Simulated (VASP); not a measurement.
All values below come from vdW-DF2, VASP's PBE PAW potentials (set 64) (plane waves; VASP 6.6.1).

VASP input:

### POSCAR
```
PbTe
1
    0.0000000000     3.3954635749     3.3954635749
    3.3954635749     0.0000000000     3.3954635749
    3.3954635749     3.3954635749     0.0000000000
Te Pb
1 1
Direct
  0.5000000000   0.5000000000   0.5000000000
  0.0000000000   0.0000000000   0.0000000000
```

### INCAR
```
AGGAC = 0.0
ALGO = Normal
EDIFF = 1E-7
ENCUT = 520
GGA = ML
ISIF = 2
ISMEAR = -5
LASPH = .TRUE.
LCHARG = .TRUE.
LMAXMIX = 4
LORBIT = 11
LREAL = .FALSE.
LUSE_VDW = .TRUE.
LWAVE = .FALSE.
NEDOS = 601
NELM = 100
PREC = Accurate
SYSTEM = PbTe
ZAB_VDW = -1.8867
```

**KPOINTS**
```
Automatic
0
Gamma
  8 8 8
```

POTCAR, in this order: Te Pb_d (PBE.64 set). Program: vasp_std.

Unless said otherwise, spin-orbit coupling is left out, though it shifts the bands of the heavy elements here.

Q: Predict the energy per atom (σ→0), band gap (on the k-mesh).

A: 
```yaml
energy per atom (σ→0): -1.037 eV/atom
band gap (on the k-mesh): 0.96 eV
```

File OSZICAR:
```
...
DAV:   8    -0.207313697133E+01   -0.21691E-02   -0.11112E-02   848   0.111E+00    0.145E-01
DAV:   9    -0.207305178234E+01    0.85189E-04   -0.25700E-03  1032   0.403E-01    0.556E-02
DAV:  10    -0.207311165107E+01   -0.59869E-04   -0.25141E-04   848   0.125E-01    0.289E-02
DAV:  11    -0.207313611533E+01   -0.24464E-04   -0.54458E-05   836   0.713E-02    0.684E-03
DAV:  12    -0.207313694020E+01   -0.82487E-06   -0.18897E-06  1274   0.175E-02    0.401E-03
DAV:  13    -0.207313665623E+01    0.28397E-06   -0.52577E-07   824   0.745E-03    0.257E-03
DAV:  14    -0.207313672715E+01   -0.70922E-07   -0.30171E-08   508   0.128E-03
   1 F= -.20731367E+01 E0= -.20731367E+01  d E =0.000000E+00
```

The compound is PbTe in the rock salt structure. It was relaxed first, which changed the volume by +16 %.
